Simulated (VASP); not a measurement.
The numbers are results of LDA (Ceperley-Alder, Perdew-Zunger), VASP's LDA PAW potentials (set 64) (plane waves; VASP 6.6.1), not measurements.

The input files of a VASP run:

**KPOINTS**
```
K-points
0
gamma
4 4 4
0 0 0
```

INCAR:
```
SYSTEM = KMgH3
PREC = Accurate
ENCUT = 300
EDIFF = 1E-6
NELM = 100
ALGO = Normal
LREAL = .FALSE.
LASPH = .TRUE.
ISMEAR = 0
SIGMA = 0.01
LWAVE = .FALSE.
LCHARG = .FALSE.
ISIF = 2
```

File POSCAR:
```
KMgH3
1
    3.9083380000     0.0000000000     0.0000000000
    0.0000000000     3.9083380000     0.0000000000
    0.0000000000     0.0000000000     3.9083380000
K Mg H
1 1 3
Direct
  0.0000000000   0.0000000000   0.0000000000
  0.5000000000   0.5000000000   0.5000000000
  0.5000000000   0.0000000000   0.5000000000
  0.0000000000   0.5000000000   0.5000000000
  0.5000000000   0.5000000000   0.0000000000
```

POTCAR, in this order: K_sv Mg H (LDA.64 set). Program: vasp_std.

Q: What will the output report for the number of irreducible k-points (NKPTS), largest plane-wave count, number of space-group operations, FFT grid (NGX, NGY, NGZ)?

A: 
```
Item                                           Value
--------------------------------------  ------------
number of irreducible k-points (NKPTS)            10
largest plane-wave count                         739
number of space-group operations                  48
FFT grid (NGX, NGY, NGZ)                24 × 24 × 24
```

The structure comes from a computed database's KMgH3 entry (Pm-3m); how it stands against other phases isn't given here. The cell was not relaxed at this level, and its volume differs by -5.9 % from the start's.
